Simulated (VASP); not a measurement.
# TaInH4 (Cmmm) in VASP: further runs

The runs below take TaInH4 through relaxation of cell and atoms, relaxation of the atoms, with PBE, RPBE.

Everything below comes from runs of VASP 6.6.1. Logs are shortened: lines on timing, memory, paths and dates and some standing lists are left out, and cuts for length are marked.

## 1. The crystal as given

The structure is orthorhombic, space group Cmmm (No. 65). Conventional cell: a = 6.547 Å, b = 6.569 Å, c = 3.031 Å, α = 90.00°, β = 90.00°, γ = 90.00°. Around Ta (site symmetry mmm) lie 6 H at 1.94 to 1.95 Å. Around In (site symmetry mmm) lie 6 H at 2.02 to 2.06 Å. Around H (site symmetry 2mm) lie 1 Ta at 1.94 Å and 2 In at 2.02 Å. Around H (site symmetry m2m) lie 2 Ta at 1.95 Å and 1 In at 2.06 Å.

The cell was built by a generator and needn't be a form met in nature.

## 2. Relaxation of cell and atoms, PBE

File INCAR:

```
SYSTEM = TaInH4
ALGO = Fast
EDIFF = 1E-6
EDIFFG = -0.005
ENCUT = 600
GGA = PE
IBRION = 2
ISIF = 3
ISMEAR = 0
LASPH = .True.
LCHARG = .False.
LREAL = .False.
LWAVE = .False.
NELM = 100
NSW = 40
PREC = Accurate
SIGMA = 0.05
```

File KPOINTS:

```
k-points
0
Gamma
  6 6 9
  0 0 0
```

File POSCAR:

```
TaInH4
1.0
    3.2735107400     -3.2847248900      0.0000000000
    3.2735107400      3.2847248900      0.0000000000
    0.0000000000      0.0000000000      3.0305799700
Ta In H
1 1 4
Direct
    0.5000000000      0.5000000000      0.5000000000
    0.0000000000      0.0000000000      0.0000000000
    0.2033679900      0.2033679900      0.5000000000
    0.7966320100      0.7966320100      0.5000000000
    0.6859680000      0.3140320000      0.0000000000
    0.3140320000      0.6859680000      0.0000000000
```

Potentials or basis: VASP PAW PBE potentials, release 64 (Ta_pv, In_d, H).

Command:

```sh
> cat potpaw_PBE.64/Ta_pv/POTCAR potpaw_PBE.64/In_d/POTCAR potpaw_PBE.64/H/POTCAR > POTCAR
> mpirun -np 1 vasp_std > vasp.out
```

OUTCAR:

```text
SYSTEM = TaInH4
   EDIFF = 1E-6
   EDIFFG = -0.005
   ENCUT = 600
   GGA = PE
   IBRION = 2
   ISIF = 3
   ISMEAR = 0
   LASPH = .True.
   LREAL = .False.
   NELM = 100
   NSW = 40
   PREC = Accurate

 ion  position               nearest neighbor table
   1  0.500  0.500  0.500-   3 1.94   4 1.94   5 1.95   6 1.95   5 1.95   6 1.95   2 3.61   2 3.61
                             2 3.61   2 3.61   2 3.62   2 3.62   2 3.62   2 3.62
   2  0.000  0.000  0.000-   3 2.02   4 2.02   3 2.02   4 2.02   5 2.06   6 2.06   1 3.61   1 3.61
                             1 3.61   1 3.61   1 3.62   1 3.62   1 3.62   1 3.62
   3  0.203  0.203  0.500-   1 1.94   2 2.02   2 2.02
   4  0.797  0.797  0.500-   1 1.94   2 2.02   2 2.02
   5  0.686  0.314  0.000-   1 1.95   1 1.95   2 2.06
   6  0.314  0.686  0.000-   1 1.95   1 1.95   2 2.06

  LATTYP: Found a base centered orthorhombic cell.
 ALAT       =     6.5470214800
 B/A-ratio  =     1.0034257257
 C/A-ratio  =     0.4628944596

  Lattice vectors:

 A1 = (   3.2735107400,  -3.2847248900,   0.0000000000)
 A2 = (   3.2735107400,   3.2847248900,   0.0000000000)
 A3 = (   0.0000000000,   0.0000000000,   3.0305799700)

Analysis of symmetry for initial positions (statically):
=====================================================================
 Subroutine PRICEL returns:
 Original cell was already a primitive cell.

 Routine SETGRP: Setting up the symmetry group for a
 base centered orthorhombic supercell.

 Subroutine GETGRP returns: Found  8 space group operations
 (whereof  8 operations were pure point group operations)
 out of a pool of  8 trial point group operations.

The static configuration has the point symmetry D_2h.

Analysis of symmetry for dynamics (positions and initial velocities):
=====================================================================
 Subroutine PRICEL returns:
 Original cell was already a primitive cell.

 Routine SETGRP: Setting up the symmetry group for a
 base centered orthorhombic supercell.

 Subroutine GETGRP returns: Found  8 space group operations
 (whereof  8 operations were pure point group operations)
 out of a pool of  8 trial point group operations.

The dynamic configuration has the point symmetry D_2h.

 Subroutine INISYM returns: Found  8 space group operations
 (whereof  8 operations are pure point group operations),
 and found     1 'primitive' translations

----------------------------------------------------------------------------------------

                                     Primitive cell

  volume of cell :      65.1731

  direct lattice vectors                    reciprocal lattice vectors
     3.273510740 -3.284724890  0.000000000     0.152741213 -0.152219750  0.000000000
     3.273510740  3.284724890  0.000000000     0.152741213  0.152219750  0.000000000
     0.000000000  0.000000000  3.030579970     0.000000000  0.000000000  0.329969844

  length of vectors
     4.637379666  4.637379666  3.030579970     0.215640280  0.215640280  0.329969844

  position of ions in fractional coordinates (direct lattice)
     0.500000000  0.500000000  0.500000000
     0.000000000  0.000000000  0.000000000
     0.203367990  0.203367990  0.500000000
     0.796632010  0.796632010  0.500000000
     0.685968000  0.314032000  0.000000000
     0.314032000  0.685968000  0.000000000

  ion indices of the primitive-cell ions
   primitive index   ion index
                 1           1
                 2           2
                 3           3
                 4           4
                 5           5
                 6           6

----------------------------------------------------------------------------------------

 KPOINTS: k-points

Automatic generation of k-mesh.
 Grid dimensions read from file:
 generate k-points for:    6    6    9

 Generating k-lattice:

  Cartesian coordinates                     Fractional coordinates (reciprocal lattice)
     0.025456869 -0.025369958  0.000000000     0.166666667 -0.000000000  0.000000000
     0.025456869  0.025369958  0.000000000    -0.000000000  0.166666667  0.000000000
     0.000000000  0.000000000  0.036663316     0.000000000  0.000000000  0.111111111

  Length of vectors
     0.035940047  0.035940047  0.036663316

  Shift w.r.t. Gamma in fractional coordinates (k-lattice)
     0.000000000  0.000000000  0.000000000

 Subroutine IBZKPT returns following result:
 ===========================================

 Found     65 irreducible k-points:

 Following reciprocal coordinates:
            Coordinates               Weight
  0.000000  0.000000  0.000000      1.000000
  0.166667  0.000000  0.000000      4.000000
  0.333333  0.000000  0.000000      4.000000
  0.500000  0.000000  0.000000      2.000000
  0.166667  0.166667  0.000000      2.000000
  0.333333  0.166667  0.000000      4.000000
[... 16 lines left out ...]
  0.333333  0.333333  0.111111      4.000000
  0.500000  0.333333  0.111111      8.000000
 [... further k-points ...]
   k-points           NKPTS =     65   k-points in BZ     NKDIM =     65   number of bands    NBANDS=     18
   number of dos      NEDOS =    301   number of ions     NIONS =      6
   total plane-waves  NPLWV =  38400
   dimension x,y,z NGX =    40 NGY =   40 NGZ =   24
   dimension x,y,z NGXF=    80 NGYF=   80 NGZF=   48
   ions per type =               1   1   4
   NGX,Y,Z   is equivalent  to a cutoff of  14.34, 14.34, 13.17 a.u.
   NGXF,Y,Z  is equivalent  to a cutoff of  28.68, 28.68, 26.33 a.u.
 SYSTEM =  TaInH4
   PREC   = accura    normal or accurate (medium, high low for compatibility)
   ISTART =      0    job   : 0-new  1-cont  2-samecut
   ICHARG =      2    charge: 1-file 2-atom 10-const
   ISPIN  =      1    spin polarized calculation?
   LNONCOLLINEAR =      F non collinear calculations
   LSORBIT =      F    spin-orbit coupling
   LASPH  =      T    aspherical Exc in radial PAW
   ENCUT  =  600.0 eV  44.10 Ry    6.64 a.u.   9.26  9.26  6.05*2*pi/ulx,y,z
   NELM   =    100;   NELMIN=  2; NELMDL= -5     # of ELM steps
   EDIFF  = 0.1E-05   stopping-criterion for ELM
   LREAL  =      F    real-space projection
   EDIFFG = -.5E-02   stopping-criterion for IOM
   NSW    =     40    number of steps for IOM
   IBRION =      2    ionic relax: 0-MD 1-quasi-New 2-CG
   NFREE  =      1    steps in history (QN), initial steepest desc. (CG)
   ISIF   =      3    stress and relaxation
   ISYM   =      2    0-nonsym 1-usesym 2-fastsym
   POTIM  = 0.5000    time-step for ionic-motion
   TEBEG  =    0.0;   TEEND  =   0.0 temperature during run
   PSTRESS=    0.0 pullay stress
   NELECT =      28.0000    total number of electrons
   NUPDOWN=      -1.0000    fix difference up-down
   EMIN   =  10.00;   EMAX   =-10.00  energy-range for DOS
   EFERMI =   0.00;   METHOD = LEGACY
   ISMEAR =     0;   SIGMA  =   0.05  broadening in eV -4-tet -1-fermi 0-gaus
   EFERMI_NEDOS =   21; number of points for ismear=-14 and -15
   IALGO  =     68    algorithm
   IMIX   =      4    mixing-type and parameters
     AMIX     =   0.40;   BMIX     =  1.00
     AMIX_MAG =   1.60;   BMIX_MAG =  1.00
  volume/ion in A,a.u.               =      10.86        73.30
  Fermi-wavevector in a.u.,A,eV,Ry     =   1.235297  2.334373 20.761923  1.525958
  Thomas-Fermi vector in A             =   2.369952
   LORBIT       =      0    0 simple, 1 ext, 2 COOP (PROOUT), +10 PAW based schemes
   GGA     = PE    functional components
   LHFCALC =     F    Hartree Fock is set to
   AEXX    =    0.0000 exact exchange contribution
   IVDW    =     0    specifies the selected vdW correction
   LEPSILON=     F    determine dielectric tensor
   LRPA    =     F    only Hartree local field effects (RPA)
 conjugate gradient relaxation of ions
 non-spin polarized calculation
 RMM-DIIS sequential band-by-band and
 Gauss-broadening in eV      SIGMA  =   0.05
  energy-cutoff  :      600.00
  volume of cell :       65.17
 maximum number of plane-waves:      2195
 NGX is ok and might be reduce to    40
   NGX = 19   NGY = 19   NGZ = 13

--------------------------------------- Ionic step        1  -------------------------------------------

 number of electron      28.0000005 magnetization

 Free energy of the ion-electron system (eV)
  ---------------------------------------------------
  ext. energy  EPLUGINS =         0.00000000
  ---------------------------------------------------
  free energy    TOTEN  =       -24.85868335 eV

  energy without entropy =      -24.85589909  energy(sigma->0) =      -24.85729122

------------------------ aborting loop because EDIFF is reached ----------------------------------------

  FORCE on cell =-STRESS in cart. coord.  units (eV):
  Direction    XX          YY          ZZ          XY          YZ          ZX
  --------------------------------------------------------------------------------------
  -------------------------------------------------------------------------------------
  Total       -1.6734420      1.1454322      2.8414209      0.0000000      0.0000000      0.0000000
  in kB      -41.1389044     28.1586264     69.8518045      0.0000000      0.0000000      0.0000000
  external PRESSURE =      18.9571755 kB  Pullay stress =       0.0000000 kB
[... 101 lines left out ...]
  FREE ENERGIE OF THE ION-ELECTRON SYSTEM (eV)
  ---------------------------------------------------
  free  energy   TOTEN  =       -24.9688792459 eV

  energy  without entropy=      -24.9654899377  energy(sigma->0) =      -24.96718459

[... ionic steps 4 to 22 ...]

--------------------------------------- Ionic step       23  -------------------------------------------

 number of electron      27.9999998 magnetization

------------------------ aborting loop because EDIFF is reached ----------------------------------------

  FORCE on cell =-STRESS in cart. coord.  units (eV):
  Direction    XX          YY          ZZ          XY          YZ          ZX
  --------------------------------------------------------------------------------------
  -------------------------------------------------------------------------------------
  Total        0.0039965      0.0109052     -0.0038068     -0.0000000      0.0000000      0.0000000
  in kB        0.0997815      0.2722698     -0.0950433     -0.0000000      0.0000000      0.0000000
  external PRESSURE =       0.0923360 kB  Pullay stress =       0.0000000 kB
[... 65 lines left out ...]
  energy  without entropy=      -25.1365937790  energy(sigma->0) =      -25.13761255

--------------------------------------- Ionic step       25  -------------------------------------------

 number of electron      27.9999997 magnetization

 Free energy of the ion-electron system (eV)
  ---------------------------------------------------
  ext. energy  EPLUGINS =         0.00000000
  ---------------------------------------------------
  free energy    TOTEN  =       -25.13864885 eV

  energy without entropy =      -25.13658001  energy(sigma->0) =      -25.13761443

 E-fermi :   4.9109     XC(G=0): -10.3705

 val. band max:        4.8977950644   @ k =  -0.3333   0.1667   0.0000
 cond. band min:       4.9146201690   @ k =   0.0000   0.0000   0.2222
 fundamental gap:      0.0168251047
 Fermi energy:         4.9109498541

 k-point     1 :       0.0000    0.0000    0.0000
  band No.  band energies     occupation
      1     -30.2358      2.00000
      2     -30.1949      2.00000
      3     -30.0601      2.00000
      4     -10.2561      2.00000
      5      -9.8270      2.00000
      6      -9.8122      2.00000
[... 10 lines left out ...]
     17       6.4377      0.00000
     18       8.6495      0.00000
[... 466 lines left out ...]
      2     -30.1971      2.00000
      3     -30.0852      2.00000
      4     -10.1917      2.00000
      5      -9.8604      2.00000
      6      -9.8512      2.00000
[... 10 lines left out ...]
     17       6.4340      0.00000
     18       9.3938      0.00000

 [... further k-points ...]

------------------------ aborting loop because EDIFF is reached ----------------------------------------

  FORCE on cell =-STRESS in cart. coord.  units (eV):
  Direction    XX          YY          ZZ          XY          YZ          ZX
  --------------------------------------------------------------------------------------
  -------------------------------------------------------------------------------------
  Total       -0.0220691     -0.0113682     -0.0229774      0.0000000      0.0000000      0.0000000
  in kB       -0.5511740     -0.2839194     -0.5738584      0.0000000      0.0000000      0.0000000
  external PRESSURE =      -0.4696506 kB  Pullay stress =       0.0000000 kB
[... 21 lines left out ...]
  FREE ENERGIE OF THE ION-ELECTRON SYSTEM (eV)
  ---------------------------------------------------
  free  energy   TOTEN  =       -25.1386488471 eV

  energy  without entropy=      -25.1365800105  energy(sigma->0) =      -25.13761443

 reached required accuracy - stopping structural energy minimisation
```

Wall time 11 min (1 thread of Intel Xeon 6975P-C (Granite Rapids), shared host); peak memory 0.28 GiB.

What came out:

| Item | Value |
| --- | --- |
| Free energy | -25.1386 eV |
| Relaxed volume | 10.69 Å³/atom |
| Relaxed cell | a = 4.407 Å, b = 4.407 Å, c = 3.325 Å, α = 90.00°, β = 90.00°, γ = 96.55° |
| Space group after relaxing (to 0.05 Å) | Cmmm (No. 65) |
| Energy gained by relaxing | 46.7 meV/atom |
| Ionic steps | 25 |
| Pressure after relaxing | 0.0 GPa |
| Largest force after relaxing | 0.003 eV/Å |
| Band gap on the k mesh | none (metal or under the smearing width) |

Forces on the atoms (eV/Å):
```
Ta   0.000  0.000  0.000
In   0.000  0.000  0.000
H   -0.003  0.000  0.000
H    0.003  0.000  0.000
H    0.000  0.003  0.000
H    0.000 -0.003  0.000
```

Step by step:
```
step  energy change (eV)  largest force (eV/Å)  pressure (GPa)  volume (Å³)
   1              0.0000                0.6614            1.90        65.17
   2             -0.0977                0.3365            0.02        66.37
   3             -0.1102                0.3795           -0.54        66.96
   4             -0.1294                0.2862           -0.25        66.72
   5             -0.1683                0.3599            1.16        66.00
   6             -0.1331                0.6857            4.17        64.49
   7             -0.1746                0.4518            2.13        65.56
   8             -0.1848                0.4205            1.68        65.74
   9             -0.2077                0.3263            0.71        66.25
  10             -0.2184                0.3510           -1.19        67.25
  11             -0.2210                0.3018           -0.55        66.91
  12             -0.2316                0.2636           -0.76        66.77
  13             -0.2550                0.1747           -1.30        66.35
  14             -0.2586                0.0613           -2.04        65.47
  15             -0.2643                0.1262           -1.69        65.88
  16             -0.2761                0.0738           -0.53        64.66
  17             -0.2772                0.0767            0.05        64.20
  18             -0.2771                0.0780           -0.10        64.25
  19             -0.2781                0.0671           -0.09        64.24
  20             -0.2796                0.0351           -0.11        64.24
  21             -0.2797                0.0243           -0.07        64.23
  22             -0.2798                0.0336            0.00        64.16
  23             -0.2799                0.0232            0.01        64.17
  24             -0.2799                0.0112           -0.02        64.16
  25             -0.2800                0.0033           -0.05        64.15
```

Final structure:
```
Ta In H
1.0
     2.93291   -3.28904    0.00000
     2.93291    3.28904    0.00000
     0.00000    0.00000    3.32513
Ta In H
1 1 4
Direct
  0.50000 0.50000 0.50000
  0.00000 0.00000 0.00000
  0.18559 0.18559 0.50000
  0.81441 0.81441 0.50000
  0.66196 0.33804 0.00000
  0.33804 0.66196 0.00000
```

## 3. Relaxation of the atoms, RPBE

File INCAR:

```
SYSTEM = TaInH4
ALGO = Normal
EDIFF = 1E-7
EDIFFG = -0.005
ENCUT = 520
GGA = RP
IBRION = 2
ISIF = 2
ISMEAR = 0
LASPH = .True.
LCHARG = .False.
LREAL = .False.
LWAVE = .False.
NELM = 100
NSW = 60
PREC = Accurate
SIGMA = 0.05
```

KPOINTS is that of step 2.

POSCAR is that of step 2.

Potentials or basis: VASP PAW PBE potentials, release 64 (Ta_pv, In_d, H).

Command:

```sh
> cat potpaw_PBE.64/Ta_pv/POTCAR potpaw_PBE.64/In_d/POTCAR potpaw_PBE.64/H/POTCAR > POTCAR
> mpirun -np 1 vasp_std > vasp.out
```

Run time: 84 s. Hardware: 1 thread of Intel Xeon 6975P-C (Granite Rapids), shared host; peak memory 0.24 GiB.

Results (log left out):

* Free energy: -24.0337 eV
* Energy gained by relaxing: 11.9 meV/atom
* Ionic steps: 6
* Pressure after relaxing: 5.4 GPa
* Largest force after relaxing: 0.005 eV/Å
* Band gap on the k mesh: none (metal or under the smearing width)

Forces in eV/Å, atoms in the order of the input:
```
Ta   0.000  0.000  0.000
In   0.000  0.000  0.000
H    0.005  0.000  0.000
H   -0.005  0.000  0.000
H    0.000  0.004  0.000
H    0.000 -0.004  0.000
```

Stress tensor (GPa, compression positive):
```
3.44 0.00 0.00
0.00 3.97 0.00
0.00 0.00 8.70
```

The path:
| step | energy change (eV) | largest force (eV/Å) | pressure (GPa) |
| --- | --- | --- | --- |
| 1 | 0.0000 | 0.6754 | 3.62 |
| 2 | -0.0416 | 0.4389 | 4.14 |
| 3 | -0.0705 | 0.0661 | 5.31 |
| 4 | -0.0706 | 0.0732 | 5.24 |
| 5 | -0.0712 | 0.0420 | 5.30 |
| 6 | -0.0714 | 0.0048 | 5.37 |

Final structure:
```cif
data_structure
_symmetry_space_group_name_H-M 'P 1'
_symmetry_Int_Tables_number 1
_cell_length_a 4.6374
_cell_length_b 4.6374
_cell_length_c 3.0306
_cell_angle_alpha 90.000
_cell_angle_beta 90.000
_cell_angle_gamma 90.196
_cell_volume 65.17
loop_
_atom_site_label
_atom_site_type_symbol
_atom_site_fract_x
_atom_site_fract_y
_atom_site_fract_z
_atom_site_occupancy
Ta1 Ta 0.50000 0.50000 0.50000 1
In1 In 0.00000 0.00000 0.00000 1
H1 H 0.21630 0.21630 0.50000 1
H2 H 0.78370 0.78370 0.50000 1
H3 H 0.67945 0.32055 0.00000 1
H4 H 0.32055 0.67945 0.00000 1
```

Levels at points of the mesh, in eV from the Fermi level:
```
           k point  band 11  band 12  band 13  band 14  band 15  band 16  band 17  band 18
(0.00, 0.00, 0.00)    -5.19    -4.64    -2.01    -1.36     0.37     1.90     2.45     3.97
(0.50, 0.00, 0.00)    -6.38    -2.98    -2.15     0.03     1.61     1.77     2.34     3.72
(0.50, 0.50, 0.00)    -6.20    -5.79    -1.86     0.66     0.67     1.79     2.32     3.91
```

Caveat: the PAW data sets were made with another functional, which shifts forces and pressure a little. Spin-orbit coupling is left out, which matters for the levels of Ta.

## 4. The reference run

An earlier run on the cell as given: functional PBE; potentials or basis VASP PAW PBE potentials, release 64 (Ta_pv, In_d, H); cutoff 520 eV; k mesh 6 × 6 × 9; occupations fermi-dirac, width 0.05 eV; no spin polarisation.

- Pressure: 1.8 GPa
- Largest force: 0.661 eV/Å
- Band gap on the k mesh: none (metal or under the smearing width)

## 5. The runs side by side

```csv
task,level,cell,cutoff (eV),smearing,gap on the mesh (eV),pressure (GPa)
relaxation of cell and atoms,PBE,relaxed,600,gaussian 0.05 eV,none,0.0
relaxation of the atoms,RPBE,atoms relaxed,520,gaussian 0.05 eV,none,5.4
single point,PBE,as given,520,fermi-dirac 0.05 eV,none,1.8
```

Alike in all rows: potentials or basis VASP PAW PBE potentials, release 64 (Ta_pv, In_d, H); no spin polarisation; k mesh 6 × 6 × 9.

Caveats: the PAW data sets were made with another functional, which shifts forces and pressure a little (some runs).

Absolute energies hang on the potentials; compare differences alone.
